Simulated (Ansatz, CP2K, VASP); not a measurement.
**NbTe: programs and potentials compared**

```
CELL_PARAMETERS angstrom
3.42570 0.00000 0.00000
0.00000 3.42570 0.00000
0.00000 0.00000 3.42570
ATOMIC_POSITIONS crystal
Nb 0.50000 0.50000 0.50000
Te 0.00000 0.00000 0.00000
```

The cell comes from a database or a generator and needn't be the stable form of this composition.

Alike in all runs: task equation of state; functional PBE; k mesh 8 × 8 × 8; occupations fermi-dirac, width 0.05 eV; no spin polarisation; no spin-orbit coupling.

| program and potentials | plane-wave cutoff (eV) | notes | equilibrium volume (Å³/atom) | bulk modulus (GPa) |
| --- | --- | --- | --- | --- |
| Ansatz, Ansatz PAW | 420 | - | 20.11 | 131.5 |
| CP2K, POTENTIAL_UZH Nb GTH-PBE-q13, Te GTH-PBE-q6; TZVP-MOLOPT-PBE-GTH basis | - | atomic basis | 20.49 | 129.0 |
| VASP, PBE PAW files Nb_sv, Te, 520 eV | 520 | - | ? | ? |
| Ansatz, Ansatz PAW (earlier soft set) | 420 | - | 20.11 | 131.5 |

Estimate from the other rows what the run with VASP, PBE PAW files Nb_sv, Te, 520 eV gave.

Equilibrium volume 20.08 Å³/atom; bulk modulus 131.6 GPa. The other rows, which needn't bracket it: equilibrium volume 20.11 to 20.49; bulk modulus 129.0 to 131.5.
